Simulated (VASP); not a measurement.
```
CELL_PARAMETERS angstrom
      1.95294    -3.38258     0.00000
      1.95294     3.38258     0.00000
      0.00000     0.00000     5.05588
ATOMIC_POSITIONS crystal
  Ni 0.00000 0.00000 0.50000
  Ni 0.00000 0.00000 0.00000
  Sb 0.33333 0.66667 0.25000
  Sb 0.66667 0.33333 0.75000
```

Method: revTPSS meta-GGA, VASP's PBE PAW potentials (set 64) (plane waves; VASP 6.6.1). Numerical set-up: 520 eV cut-off, 10×10×7 Γ-centred mesh, tetrahedra with Blöchl corrections, potentials Ni Sb.

The cores are frozen, which limits the accuracy of field gradients.

**Question.** Give the principal components of the electric field gradient (V/Å²) and the asymmetry η at each nucleus.

**Answer.** 
```tsv
atom	Vxx	Vyy	Vzz	η
Ni1	12.7	12.7	-25.5	0.00
Ni2	12.7	12.7	-25.5	0.00
Sb3	-40.4	-40.4	80.8	0.00
Sb4	-40.4	-40.4	80.8	0.00
```

The compound is NiSb in the NiAs type structure. It was relaxed first. The run is not spin-polarised, so no magnetic state was tried.
